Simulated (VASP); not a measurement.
Data:

```yaml
crystal:
  lattice:
    - [4.29286, 0.00000, 0.00000]
    - [0.00000, 4.29286, 0.00000]
    - [0.00000, 0.00000, 2.73147]
  atoms:
    - { symbol: Si, position: [0.50000, 0.50000, 0.50000] }
    - { symbol: Si, position: [0.00000, 0.00000, 0.00000] }
    - { symbol: O, position: [0.69316, 0.69316, 0.00000] }
    - { symbol: O, position: [0.30684, 0.30684, 0.00000] }
    - { symbol: O, position: [0.80684, 0.19316, 0.50000] }
    - { symbol: O, position: [0.19316, 0.80684, 0.50000] }
```

The numbers are results of PBE GGA, VASP's PBE PAW potentials (set 64) (plane waves; VASP), not measurements. Settings: 400 eV cut-off, 8×8×12 Γ-centred mesh, Gaussian smearing of 0.010 eV, potentials Si O.

At this cut-off the stress carries a Pulay error, which pulls relaxed volumes low.

Give the force on each atom (eV/Å).

```json
[
 {"atom": "Si1", "Fx": "0.000", "Fy": "0.000", "Fz": "0.000"},
 {"atom": "Si2", "Fx": "0.000", "Fy": "0.000", "Fz": "0.000"},
 {"atom": "O3", "Fx": "-0.206", "Fy": "-0.206", "Fz": "0.000"},
 {"atom": "O4", "Fx": "0.206", "Fy": "0.206", "Fz": "0.000"},
 {"atom": "O5", "Fx": "0.206", "Fy": "-0.206", "Fz": "0.000"},
 {"atom": "O6", "Fx": "-0.206", "Fy": "0.206", "Fz": "0.000"}
]
```

Give the stress tensor in GPa (positive for a compressed cell).

```
-18.50    0.00    0.00
  0.00  -18.50    0.00
  0.00    0.00  -20.72
```
The pressure is its mean diagonal, -19.24 GPa.

The structure comes from a computed database's SiO2 entry; how it stands against other phases isn't given here. The cell was not relaxed at this level.
